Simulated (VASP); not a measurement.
All values below come from r2SCAN+rVV10, VASP's PBE PAW potentials (set 64) (plane waves; VASP).

The input files of a VASP run:

KPOINTS:
```
Automatic mesh
0
Gamma
8 8 8
0 0 0
```

### INCAR
```
! general
SYSTEM   = GaP
PREC     = Accurate
ENCUT    = 520
LREAL    = .FALSE.
LASPH    = .TRUE.

! electronic loop
EDIFF    = 1E-7
NELM     = 100
ALGO     = Normal
LMAXMIX  = 4
LMIXTAU  = .TRUE.

! smearing
ISMEAR   = 0
SIGMA    = 0.05

! functional
METAGGA  = R2SCAN
LUSE_VDW = .TRUE.
BPARAM   = 11.95
CPARAM   = 0.0093

! ions
ISIF     = 2

! output
LWAVE    = .FALSE.
LCHARG   = .FALSE.
```

File POSCAR:
```
GaP
1
    0.0000000000     2.7434243908     2.7434243908
    2.7434243908     0.0000000000     2.7434243908
    2.7434243908     2.7434243908     0.0000000000
Ga P
1 1
Direct
  0.0000000000   0.0000000000   0.0000000000
  0.2500000000   0.2500000000   0.2500000000
```

POTCAR, in this order: Ga_d P (PBE.64 set). Program: vasp_std.

Question: Predict the energy per atom (σ→0), pressure.

Answer: 
```json
{
  "energy per atom (σ→0)": "-10.470 eV/atom",
  "pressure": "-2.42 GPa"
}
```

**OSZICAR**
```
...
DAV:  12    -0.209396800633E+02    0.64253E-03   -0.59994E-04   819   0.228E-01    0.584E-02
DAV:  13    -0.209404712786E+02   -0.79122E-03   -0.65682E-04   769   0.291E-01    0.203E-02
DAV:  14    -0.209404803109E+02   -0.90324E-05   -0.22509E-05   914   0.451E-02    0.201E-02
DAV:  15    -0.209404860418E+02   -0.57309E-05   -0.96521E-06   779   0.417E-02    0.148E-02
DAV:  16    -0.209404900301E+02   -0.39883E-05   -0.15877E-06   782   0.152E-02    0.367E-03
DAV:  17    -0.209404898514E+02    0.17866E-06   -0.38693E-07   907   0.626E-03    0.733E-04
DAV:  18    -0.209404898853E+02   -0.33876E-07   -0.26410E-07   804   0.606E-03
   1 F= -.20940490E+02 E0= -.20940490E+02  d E =-.389375E-17
```

The compound is GaP in the zinc blende structure. This cell is one point of a volume scan, at 1.03 of the reference volume.
